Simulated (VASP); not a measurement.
Consider the following.

```
CELL_PARAMETERS angstrom
      0.00000     2.95056     2.95056
      2.95056     0.00000     2.95056
      2.95056     2.95056     0.00000
ATOMIC_POSITIONS crystal
  Al 0.25000 0.25000 0.25000
  Al 0.75000 0.75000 0.75000
  Au 0.00000 0.00000 0.00000
```

The numbers are results of SCAN meta-GGA, VASP's PBE PAW potentials (set 64) (plane waves; VASP), not measurements. Settings: 520 eV cut-off, 9×9×9 Γ-centred mesh, first-order Methfessel-Paxton smearing of 0.10 eV, potentials Al Au.

Unless said otherwise, spin-orbit coupling is left out, though it shifts the bands of the heavy elements here.

Q: Predict the energy per atom (σ→0), pressure, band gap (on the k-mesh) with the smallest direct gap where there is one.

A: 
| Property | Value |
|---|---|
| band gap (on the k-mesh) | none (metal, semimetal or under 0.01 eV) |
| energy per atom (σ→0) | -2792.6 kJ/mol of atoms |
| pressure | 44.4 kbar |

The compound is AuAl2 in the fluorite structure. This cell is one point of a volume scan, at 0.97 of the reference volume. The electron count is odd and the run is not spin-polarised, which forces a metal.
